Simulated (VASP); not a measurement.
Set up this calculation in VASP 6.6.1, as the native input.

* Task: single point
* Functional: r2SCAN
* Potentials or basis: VASP PAW PBE potentials, release 64 (C, Cu, La)
* Cutoff: 520 eV
* k mesh: 3 × 3 × 5
* Occupations: fermi-dirac, width 0.1 eV
* Spin: no spin polarisation
* Dipole correction: no
* Further INCAR settings: ALGO = Normal; EDIFF = 1e-06; NBANDS = 59

The structure of La2Cu2C lies in POSCAR:

```
La2Cu2C
1.0
    7.3799200000      0.0000000000      0.0000000000
    0.0000000000      7.3799200000      0.0000000000
    0.0000000000      0.0000000000      3.7816420000
C Cu La
2 4 4
Direct
    0.0000000000      0.0000000000      0.0000000000
    0.5000000000      0.5000000000      0.0000000000
    0.3827300000      0.8827300000      0.0000000000
    0.1172700000      0.3827300000      0.0000000000
    0.6172700000      0.1172700000      0.0000000000
    0.8827300000      0.6172700000      0.0000000000
    0.1783800000      0.6783800000      0.5000000000
    0.3216200000      0.1783800000      0.5000000000
    0.8216200000      0.3216200000      0.5000000000
    0.6783800000      0.8216200000      0.5000000000
```

The cell was built by a generator and needn't be a form met in nature.

One way to write it, as run:

INCAR

```
SYSTEM = La2Cu2C
PREC = Accurate ; ENCUT = 520
EDIFF = 1E-6 ; ISMEAR = -1
SIGMA = 0.1 ; LREAL = .FALSE.
LASPH = .TRUE. ; NELM = 100
ALGO = Normal ; ISIF = 2
LWAVE = .FALSE. ; LCHARG = .FALSE.
METAGGA = R2SCAN ; LMIXTAU = .TRUE.
NBANDS = 59
```

KPOINTS

```
regular mesh
0
G
  3 3 5
  0 0 0
```

Potentials or basis: VASP PAW PBE potentials, release 64 (C, Cu, La).

Command:

```sh
$ cat potpaw_PBE.64/C/POTCAR potpaw_PBE.64/Cu/POTCAR potpaw_PBE.64/La/POTCAR > POTCAR
$ mpirun -np 1 vasp_std > vasp.out
```

Results of the run:

| Property | Result |
| --- | --- |
| Pressure | -0.3 GPa |
| Largest force | 0.837 eV/Å |
| Band gap on the k mesh | none (metal or under the smearing width) |

Caveat: the PAW data sets were made with another functional, which shifts forces and pressure a little.

Wall time 8.4 min on 1 thread of Intel(R) Xeon(R) Platinum 8375C CPU @ 2.90GHz (Ice Lake), with other jobs on the host, peak memory 0.38 GiB.
